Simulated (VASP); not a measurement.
Consider the following.

```
Cu
1.0
    0.00000     1.81403     1.81403
    1.81403     0.00000     1.81403
    1.81403     1.81403     0.00000
Cu
1
Cartesian
  0.00000   0.00000   0.00000
```

All values below come from optB88-vdW, VASP's PBE PAW potentials (set 64) (plane waves; VASP). Settings: 520 eV cut-off, Gaussian smearing of 0.050 eV, potentials Cu.

Task: Give the energies of bands 1 to 7 at the high-symmetry points, in eV from the Fermi level.

Result: 
```tsv
band	Γ	X	U	L	W
1	-9.25	-4.88	-4.32	-5.09	-4.15
2	-3.10	-4.45	-4.09	-3.13	-3.57
3	-3.10	-1.76	-2.82	-3.13	-3.57
4	-3.10	-1.59	-2.16	-1.74	-2.34
5	-2.30	-1.59	-1.78	-1.74	-1.59
6	-2.30	1.54	4.31	-0.89	6.16
7	22.75	6.98	5.69	3.60	6.16
```

It has no gap at this level: it comes out as a metal or semimetal.

The compound is Cu in the fcc structure. It was relaxed first.
